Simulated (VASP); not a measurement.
An input for Ansatz (written as the equivalent of a VASP run, and not itself run):

Ansatz 0.2 input:
```yaml
crystal:
  lattice:
    - [0.0000000, 2.1900000, 2.1900000]
    - [2.1900000, 0.0000000, 2.1900000]
    - [2.1900000, 2.1900000, 0.0000000]
  atoms:
    - { symbol: Al, position: [0.0000000, 0.0000000, 0.0000000] }
    - { symbol: N, position: [0.2500000, 0.2500000, 0.2500000] }
kpoints:
  mp_grid: { grid: [9, 9, 9] }
hamiltonian:
  xc: pbe
  dispersion: d3bj
  pseudopotentials: { kind: paw }
scf:
  occupations: { method: gaussian, width: 0.05 }
  max_iter: 100
relax:
  max_steps: 60
  f_tol: 0.01
  cell: {}
output: { forces: true, stress: true, eigenvalues: true }
```

### Question
Translate this input to VASP (INCAR, KPOINTS, POSCAR, choice of POTCAR).

### Answer
Several could match; the one computed here: 
**POSCAR**
```
AlN
1.0
  0.0000000000   2.1900000000   2.1900000000
  2.1900000000   0.0000000000   2.1900000000
  2.1900000000   2.1900000000   0.0000000000
Al N
1 1
Cartesian
  0.0000000000   0.0000000000   0.0000000000
  1.0950000000   1.0950000000   1.0950000000
```

**INCAR**
```
# general
SYSTEM = AlN
PREC   = Accurate
ENCUT  = 520   # plane-wave cut-off (eV)
LREAL  = .FALSE.
LASPH  = .TRUE.

# electronic loop
EDIFF  = 1E-6   # SCF stop (eV)
NELM   = 100   # most electronic steps
ALGO   = Normal

# smearing
ISMEAR = 0   # Gaussian
SIGMA  = 0.05   # width (eV)

# functional
GGA    = PE   # PBE
IVDW   = 12   # D3, Becke-Johnson

# ions
IBRION = 2
NSW    = 60
ISIF   = 3
EDIFFG = -0.01   # ionic stop

# output
LWAVE  = .FALSE.
LCHARG = .FALSE.
```

**KPOINTS**
```
Automatic
0
Gamma
9 9 9
```

POTCAR, in this order: Al N (PBE.64 set). Program: vasp_std.

What does not carry over: each code has its own PAW files, so the cut-off isn't converted (ENCUT is set for VASP's; basis.ecutwfc is left out, and Ansatz then takes the one that its files recommend); Ansatz stops its SCF on the density residual and VASP on the energy change (EDIFF).

The compound is AlN in the zinc blende structure, a metastable form; wurtzite is the usual one. This run relaxes it. Symmetry was kept, so distortions that lower it aren't found.
